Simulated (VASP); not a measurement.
Set up this calculation in VASP 6.6.1, as the native input.

| Item | Value |
| --- | --- |
| Task | relaxation of cell and atoms |
| Functional | PBE |
| Potentials or basis | VASP PAW PBE potentials, release 64 (Nb_sv, W_sv, S) |
| Cutoff | 520 eV |
| k mesh | 3 × 3 × 3 |
| Occupations | gaussian, width 0.15 eV |
| Spin | no spin polarisation |
| Further INCAR settings | PREC = Normal; ALGO = Fast; EDIFF = 0.0001; IBRION = 2; EDIFFG = -0.08; NSW = 24; ISIF = 3 |

The structure of NbWS4 lies in POSCAR:

```
NbWS4
1.0
    5.6893222500      0.0000000000      0.0000000000
   -2.8446611200      4.9270976000      0.0000000000
    0.0000000000      0.0000000000      4.6143139400
Nb W S
1 1 4
Direct
    0.0000000000      0.0000000000      0.0000000000
    0.6666666700      0.3333333300      0.0000000000
    0.3333333300      0.6666666700      0.0000000000
    0.6705126700      0.8352563300      0.5000000000
    0.1647436700      0.8352563300      0.5000000000
    0.1647436700      0.3294873300      0.5000000000
```

The cell was built by a generator and needn't be a form met in nature.

These files were run (other wordings do the same):

INCAR

```
SYSTEM = NbWS4
PREC = Normal
ENCUT = 520
EDIFF = 1E-4
ISMEAR = 0
SIGMA = 0.15
LREAL = .False.
LASPH = .True.
NELM = 60
ALGO = Fast
ISIF = 3
LWAVE = .False.
LCHARG = .False.
GGA = PE
IBRION = 2
NSW = 24
EDIFFG = -0.08
```

KPOINTS

```
regular mesh
0
Gamma
  3 3 3
  0 0 0
```

Potentials or basis: VASP PAW PBE potentials, release 64 (Nb_sv, W_sv, S).

Launch:

```sh
$ cat potpaw_PBE.64/Nb_sv/POTCAR potpaw_PBE.64/W_sv/POTCAR potpaw_PBE.64/S/POTCAR > POTCAR
$ mpirun -np 1 vasp_std > vasp.out
```

Results of the run:

```json
{"Relaxed volume": "16.65 Å³/atom", "Relaxed cell": "a = 5.136 Å, b = 5.136 Å, c = 4.374 Å, α = 90.00°, β = 90.00°, γ = 120.00°", "Space group after relaxing (to 0.05 Å)": "P-6m2 (No. 187)", "Energy gained by relaxing": "346.6 meV/atom", "Ionic steps": "5", "Pressure after relaxing": "0.3 GPa", "Largest force after relaxing": "0.012 eV/Å", "Band gap on the k mesh": "none (metal or under the smearing width)"}
```

Caveat: the k mesh is coarse (spacing up to 0.45 Å⁻¹), so the values aren't converged; the volume moved by over 15 % at a fixed basis, so the end points are rough; the relaxation stopped at a loose force limit of 0.08 eV/Å, so its end isn't a converged minimum.

Wall time 43 s on 1 thread of Intel(R) Xeon(R) 6975P-C (Granite Rapids) (shared host), peak memory 0.19 GiB.
